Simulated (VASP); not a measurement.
Input:

```
CELL_PARAMETERS angstrom
      0.00000     2.47500     2.47500
      2.47500     0.00000     2.47500
      2.47500     2.47500     0.00000
ATOMIC_POSITIONS crystal
  Pb 0.00000 0.00000 0.00000
```

The numbers are results of PBE GGA with D4 dispersion, VASP's PBE PAW potentials (set 64) (plane waves; VASP), not measurements. Settings: 520 eV cut-off, Gaussian smearing of 0.050 eV, potentials Pb_d.

Task: Give the energies of bands 6 to 9 at the high-symmetry points, in eV from the Fermi level.

Result: 
```json
[
 {"band": "6", "Γ": "-11.82", "X": "-6.78", "U": "-6.86", "L": "-8.19", "W": "-6.67"},
 {"band": "7", "Γ": "7.36", "X": "-3.33", "U": "-2.34", "L": "-4.27", "W": "-1.43"},
 {"band": "8", "Γ": "7.36", "X": "1.99", "U": "-1.29", "L": "5.52", "W": "-1.43"},
 {"band": "9", "Γ": "7.36", "X": "1.99", "U": "2.92", "L": "5.52", "W": "0.20"}
]
```

It has no gap at this level: it comes out as a metal or semimetal.

The compound is Pb in the fcc structure. The cell was not relaxed at this level.
